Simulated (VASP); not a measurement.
Output of a VASP run:

File OSZICAR:
```
       N       E                     dE             d eps       ncg     rms          rms(c)
DAV:   1     0.109514739325E+03    0.10951E+03   -0.11711E+04  1744   0.258E+03
DAV:   2    -0.301820544163E+01   -0.11253E+03   -0.10966E+03  1687   0.329E+02
DAV:   3    -0.607964396519E+01   -0.30614E+01   -0.30352E+01  2115   0.727E+01
DAV:   4    -0.609921964678E+01   -0.19576E-01   -0.19574E-01  1939   0.501E+00
DAV:   5    -0.609950272797E+01   -0.28308E-03   -0.28308E-03  2135   0.639E-01    0.966E+00
DAV:   6    -0.588910058962E+01    0.21040E+00   -0.16802E+01  1833   0.110E+02    0.588E+00
DAV:   7    -0.500570923905E+01    0.88339E+00   -0.37390E+00  1806   0.105E+02    0.233E+00
DAV:   8    -0.500778629157E+01   -0.20771E-02   -0.17858E-01  2241   0.583E+00    0.129E+00
DAV:   9    -0.499816389126E+01    0.96224E-02   -0.19388E-02  2017   0.371E+00    0.564E-02
DAV:  10    -0.499817790567E+01   -0.14014E-04   -0.50166E-04  2044   0.268E-01    0.293E-02
DAV:  11    -0.499818169787E+01   -0.37922E-05   -0.49905E-06  2073   0.345E-02    0.106E-02
DAV:  12    -0.499818033980E+01    0.13581E-05   -0.51719E-07  1295   0.195E-02    0.107E-03
DAV:  13    -0.499818033869E+01    0.11109E-08   -0.15109E-07  1092   0.783E-03
   1 F= -.59126974E+01 E0= -.59127795E+01  d E =-.591270E+01
```

### OUTCAR
```
------------------------ aborting loop because EDIFF is reached ----------------------------------------
  Edisp (eV):   -0.91452
  FORCE on cell =-STRESS in cart. coord.  units (eV):
  Direction    XX          YY          ZZ          XY          YZ          ZX
  --------------------------------------------------------------------------------------
  Total       0.01125     0.01125     0.01125    -0.00000     0.00000    -0.00000
  in kB       0.72138     0.72138     0.72138    -0.00000     0.00000    -0.00000
  external pressure =        0.72 kB  Pullay stress =        0.00 kB
  volume of cell :       24.99
      direct lattice vectors                 reciprocal lattice vectors
     2.923731012  0.000000000  0.000000000     0.342028728  0.000000000  0.000000000
     0.000000000  2.923731012  0.000000000     0.000000000  0.342028728  0.000000000
     0.000000000  0.000000000  2.923731012     0.000000000  0.000000000  0.342028728
 POSITION                                       TOTAL-FORCE (eV/Angst)
 -----------------------------------------------------------------------------------
      1.46187      1.46187      1.46187         0.000000      0.000000      0.000000
      0.00000      0.00000      0.00000         0.000000      0.000000      0.000000
 -----------------------------------------------------------------------------------
    total drift:                                0.000000      0.000000     -0.000000
  FREE ENERGIE OF THE ION-ELECTRON SYSTEM (eV)
  ---------------------------------------------------
  free  energy   TOTEN  =        -5.9126973910 eV

  energy  without entropy=       -5.9129437038  energy(sigma->0) =       -5.91277950

 reached required accuracy - stopping structural energy minimisation
```
(Selected blocks of OUTCAR.)

**POSCAR**
```
CuZn
1
    2.9237310122    -0.0000000000     0.0000000000
    0.0000000000     2.9237310122    -0.0000000000
   -0.0000000000     0.0000000000     2.9237310122
Zn Cu
1 1
Direct
  0.5000000000   0.5000000000   0.5000000000
  0.0000000000   0.0000000000   0.0000000000
```

Q: Reconstruct the remaining input files.

A: This is not unique; one that fits is the input of the run itself, PBE GGA with D4 dispersion, plane waves, VASP's PBE PAW potentials (set 64).

INCAR:
```
ALGO = Normal
EDIFF = 1E-6
EDIFFG = -0.01
ENCUT = 520
GGA = PE
IBRION = 2
ISIF = 3
ISMEAR = 1
IVDW = 13
LASPH = .True.
LCHARG = .False.
LMAXMIX = 4
LREAL = .False.
LWAVE = .False.
NELM = 100
NSW = 60
PREC = Accurate
SIGMA = 0.1
SYSTEM = CuZn
```

**KPOINTS**
```
Regular mesh
0
gamma
  11 11 11
0 0 0
```

POTCAR, in this order: Zn Cu (PBE.64 set). Program: vasp_std.

The compound is CuZn in the CsCl type structure. It was relaxed first. The start is the result of an earlier pass. The electron count is odd and the run is not spin-polarised, which forces a metal.
